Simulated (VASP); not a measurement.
```
LiH
1.0
    0.00000     1.93612     1.93612
    1.93612     0.00000     1.93612
    1.93612     1.93612     0.00000
Li H
1 1
Direct
  0.00000   0.00000   0.00000
  0.50000   0.50000   0.50000
```

Method: PBE GGA with D4 dispersion, VASP's PBE PAW potentials (set 64) (plane waves; VASP). Settings: 520 eV cut-off, 11×11×11 Γ-centred mesh, Gaussian smearing of 0.050 eV, potentials Li_sv H.

**Question.** Estimate the energy per atom (σ→0), pressure.

**Answer.** 
| Item | Value |
|---|---|
| energy per atom (σ→0) | -3.132 eV/atom |
| pressure | 25.0 kbar |

The compound is LiH in the rock salt structure. This cell is one point of a volume scan, at 0.94 of the reference volume.
